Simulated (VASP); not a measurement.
```
Cd2SeTe
1.0
    4.52576     0.00000     0.00000
   -2.26288     3.91942     0.00000
    0.00000     0.00000     7.39147
Cd Te Se
2 1 1
Cartesian
  2.26288   1.30647   3.57706
  4.52576   0.00000   0.10962
  2.26288   3.91942   4.64053
  2.26288   1.30647   0.89743
```

Calculation: modified Becke-Johnson potential (mBJ) with spin-orbit coupling, VASP's PBE PAW potentials (set 64) (plane waves; VASP). Run with 400 eV cut-off, 4×4×2 Γ-centred mesh, Gaussian smearing of 0.050 eV, potentials Cd Te Se.

mBJ is a potential without an energy functional, so only the levels count.

Estimate the band gap (over mesh and band path) with the smallest direct gap where there is one.

The band gap (over mesh and band path) is 1.10 eV and the smallest direct gap (over mesh and band path) is 1.10 eV.

The absolute energy has meaning only against runs of the same code, potentials and settings.

The structure comes from a computed database's Cd2TeSe entry (P3m1); how it stands against other phases isn't given here. It was relaxed first. The k-mesh is coarse (spacing up to 0.43 per Å, 2π included), so the numbers may not be converged in it. The cell's shape comes from a PBE relaxation.
